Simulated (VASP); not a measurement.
Energy against volume of GaAs (zinc blende). Level of theory: PBE0 hybrid, VASP's PBE PAW potentials (set 64) (plane waves; VASP). Settings: 520 eV cut-off, 6×6×6 Γ-centred mesh, Gaussian smearing of 0.050 eV, potentials Ga_d As.

```
V (Å³/atom)  E (eV/atom)
-----------  -----------
22.313          -5.35477
23.026          -5.35704
23.738          -5.34952
24.450          -5.33375
```

**Question.** Fit these four points and predict the energy of the run at 21.601 Å³/atom.

**Answer.** A cubic in V^(−2/3), the third-order Birch-Murnaghan form, passes through the four points with V0 = 22.82 Å³/atom and B0 = 74 GPa, and gives -5.3409 eV/atom there. The run gave -5.3409 eV/atom, +0.0 meV/atom from the fit; all five points give B0 = 74 GPa.

The compound is GaAs in the zinc blende structure. It was relaxed first. The cell's shape comes from a PBE relaxation.
